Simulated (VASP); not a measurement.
Input:

```
WS2
1.0
    1.57500    -2.72798     0.00000
    1.57500     2.72798     0.00000
    0.00000     0.00000    12.32000
W S
2 4
Cartesian
  1.57500   0.90933   3.08000
  1.57500  -0.90933   9.24000
  1.57500   0.90933  10.81696
  1.57500  -0.90933   4.65696
  1.57500  -0.90933   1.50304
  1.57500   0.90933   7.66304
```

These are LDA (Ceperley-Alder, Perdew-Zunger), VASP's LDA PAW potentials (set 64) (plane waves; VASP) values and carry that method's errors. Run with 300 eV cut-off, 6×6×2 Γ-centred mesh, Fermi-Dirac smearing of 0.050 eV, potentials W_sv S.

At this cut-off the stress carries a Pulay error, which pulls relaxed volumes low.

Problem. Which forces act on the atoms, in eV/Å?

Solution. 
```
atom     Fx     Fy      Fz
----  -----  -----  ------
W1    0.000  0.000   0.000
W2    0.000  0.000   0.000
S3    0.000  0.000  -0.393
S4    0.000  0.000  -0.393
S5    0.000  0.000   0.393
S6    0.000  0.000   0.393
```

Problem. Give the stress tensor in GPa (positive for a compressed cell).

Solution. 
```
-4.04   0.00   0.00
 0.00  -4.04   0.00
 0.00   0.00  -4.96
```
The pressure is its mean diagonal, -4.35 GPa.

The structure is a typed WS2 crystal. The cell was not relaxed at this level.
